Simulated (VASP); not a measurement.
Output of a VASP run:

OSZICAR:
```
       N       E                     dE             d eps       ncg     rms          rms(c)
DAV:   1     0.153928175805E+03    0.15393E+03   -0.65031E+03  2056   0.218E+03
DAV:   2     0.433039369372E+01   -0.14960E+03   -0.14594E+03  2984   0.312E+02
DAV:   3    -0.139851264616E+02   -0.18316E+02   -0.17547E+02  2932   0.141E+02
DAV:   4    -0.159642470022E+02   -0.19791E+01   -0.18248E+01  3428   0.305E+01
DAV:   5    -0.161467709694E+02   -0.18252E+00   -0.17526E+00  3416   0.798E+00    0.648E+00
DAV:   6    -0.154824203330E+02    0.66435E+00   -0.74750E+00  3624   0.197E+01    0.398E+00
DAV:   7    -0.153886943709E+02    0.93726E-01   -0.65313E-01  3520   0.898E+00    0.199E+00
DAV:   8    -0.153800491146E+02    0.86453E-02   -0.10341E-01  3216   0.345E+00    0.481E-01
DAV:   9    -0.153772187428E+02    0.28304E-02   -0.19578E-02  3496   0.129E+00    0.159E-01
DAV:  10    -0.153779976708E+02   -0.77893E-03   -0.43136E-03  2800   0.653E-01    0.696E-02
DAV:  11    -0.153780644643E+02   -0.66793E-04   -0.60601E-04  3984   0.272E-01    0.393E-02
DAV:  12    -0.153780933514E+02   -0.28887E-04   -0.18378E-04  3152   0.133E-01    0.929E-03
DAV:  13    -0.153780900605E+02    0.32909E-05   -0.21930E-05  3628   0.562E-02    0.767E-03
DAV:  14    -0.153780892875E+02    0.77303E-06   -0.33776E-06  2880   0.203E-02    0.293E-03
DAV:  15    -0.153780893295E+02   -0.42030E-07   -0.33505E-07  2656   0.663E-03
   1 F= -.15378089E+02 E0= -.15378089E+02  d E =0.000000E+00
```

OUTCAR:
```
------------------------ aborting loop because EDIFF is reached ----------------------------------------
  FORCE on cell =-STRESS in cart. coord.  units (eV):
  Direction    XX          YY          ZZ          XY          YZ          ZX
  --------------------------------------------------------------------------------------
  Total        0.0142041      0.0142041      0.0142041      0.0000000      0.0000000      0.0000000
  in kB        0.7591848      0.7591848      0.7591848      0.0000000      0.0000000      0.0000000
  external PRESSURE =       0.7591848 kB  Pullay stress =       0.0000000 kB
  volume of cell :       29.98
      direct lattice vectors                 reciprocal lattice vectors
     3.106411105  0.000000000  0.000000000     0.321914893  0.000000000  0.000000000
     0.000000000  3.106411105  0.000000000     0.000000000  0.321914893  0.000000000
     0.000000000  0.000000000  3.106411105     0.000000000  0.000000000  0.321914893
 POSITION                                       TOTAL-FORCE (eV/Angst)
 -----------------------------------------------------------------------------------
      0.00000      0.00000      0.00000         0.000000      0.000000      0.000000
      1.55321      1.55321      1.55321         0.000000      0.000000      0.000000
 -----------------------------------------------------------------------------------
    total drift:                                0.000000      0.000000     -0.000000
  FREE ENERGIE OF THE ION-ELECTRON SYSTEM (eV)
  ---------------------------------------------------
  free  energy   TOTEN  =       -15.3780893295 eV

  energy  without entropy=      -15.3780893295  energy(sigma->0) =      -15.37808933

 total charge

# of ion       s       p       d       f       tot
--------------------------------------------------
    1        2.014   5.596   1.038   0.240   8.887
    2        1.551   3.375   0.000   0.000   4.926
--------------------------------------------------
tot          3.565   8.970   1.038   0.240  13.813
```
(Selected blocks of OUTCAR.)

POSCAR:
```
LaO
1
    3.1064111050     0.0000000000     0.0000000000
    0.0000000000     3.1064111050     0.0000000000
    0.0000000000     0.0000000000     3.1064111050
La O
1 1
Direct
  0.0000000000   0.0000000000   0.0000000000
  0.5000000000   0.5000000000   0.5000000000
```

Problem. Write an INCAR and KPOINTS that could have produced this output.

Solution. This is not unique; one that fits is the input of the run itself, PBEsol GGA, plane waves, VASP's PBE PAW potentials (set 64).

**INCAR**
```
ENCUT  =  520
ALGO  =  Normal   # blocked Davidson
PREC  =  Accurate
GGA  =  PS
LASPH  =  T   # aspherical one-centre terms
LMAXMIX  =  6
LORBIT  =  11   # lm-projected
NEDOS  =  601   # DOS grid
ISMEAR  =  -5   # tetrahedra, Bloechl
LCHARG  =  T
SYSTEM  =  LaO
EDIFF  =  1E-7   # SCF stop (eV)
ISIF  =  2   # forces and stress, cell fixed
LREAL  =  F
NELM  =  100   # most electronic steps
LWAVE  =  F
```

KPOINTS:
```
Automatic mesh
0
Gamma
13 13 13
0 0 0
```

POTCAR, in this order: La O (PBE.64 set). Program: vasp_std.

For a metal the tetrahedron method with Blöchl corrections gives inexact stress and forces.

The structure was generated: LaO was put into the CsCl type type (Pm-3m), which need not be its known phase. It was relaxed first, which changed the volume by -33 %. The electron count is odd and the run is not spin-polarised, which forces a metal.
